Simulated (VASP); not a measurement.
Write the native input for VASP 6.6.1 that does the following.

| Item | Value |
| --- | --- |
| Task | relaxation of cell and atoms |
| Functional | PBE |
| Potentials or basis | VASP PAW PBE potentials, release 64 (B, P) |
| Cutoff | 600 eV |
| k mesh | 11 × 11 × 11 |
| Occupations | gaussian, width 0.02 eV |
| Spin | no spin polarisation |
| Further INCAR settings | ALGO = Normal; EDIFF = 1e-06; IBRION = 2; EDIFFG = -0.005; NSW = 80; ISIF = 3 |

The structure of BP lies in POSCAR:

```
BP
1.0
    0.0000000000      2.2660724000      2.2660724000
    2.2660724000      0.0000000000      2.2660724000
    2.2660724000      2.2660724000      0.0000000000
B P
1 1
Direct
    0.0000000000      0.0000000000      0.0000000000
    0.7500000000      0.7500000000      0.7500000000
```

The cell is a database's computed one.

One way to write it, as run:

INCAR

```
SYSTEM = BP
PREC     = Accurate       ! precision mode
ENCUT    = 600            ! plane-wave cutoff, eV
EDIFF    = 1E-6           ! SCF threshold, eV
ISMEAR   = 0              ! smearing method
SIGMA    = 0.02           ! smearing width, eV
LREAL    = .False.        ! projectors in reciprocal space
LASPH    = .True.         ! aspherical terms in the spheres
NELM     = 120            ! most SCF steps
ALGO     = Normal         ! electronic algorithm
ISIF     = 3              ! what is computed and relaxed
LWAVE    = .False.        ! write WAVECAR
LCHARG   = .False.        ! write CHGCAR
GGA      = PE             ! functional
IBRION   = 2              ! ionic algorithm
NSW      = 80             ! ionic steps
EDIFFG   = -0.005         ! ionic threshold
KPAR     = 2
```

KPOINTS

```
Automatic mesh
0
Gamma
  11 11 11
  0 0 0
```

Potentials or basis: VASP PAW PBE potentials, release 64 (B, P).

Run with:

```bash
$ cat potpaw_PBE.64/B/POTCAR potpaw_PBE.64/P/POTCAR > POTCAR
$ mpirun -np 2 vasp_std > vasp.out
```

It gave:

```yaml
Relaxed_volume: 11.75 Å³/atom
Relaxed_cell: a = 3.215 Å, b = 3.215 Å, c = 3.215 Å, α = 60.00°, β = 60.00°, γ = 60.00°
Space_group_after_relaxing_to_0.05_Å: F-43m (No. 216)
Energy_gained_by_relaxing: 0.5 meV/atom
Ionic_steps: 3
Pressure_after_relaxing: 0.0 GPa
Band_gap_on_the_k_mesh: 1.28 eV, indirect (least direct gap 3.39 eV)
```

Caveat: an odd mesh through Γ misses points on the zone boundary, where band edges often lie.

It took 11 s on 2 MPI ranks on AMD EPYC 9R45 (Zen 5), on a shared host, peak memory 0.12 GiB a rank.
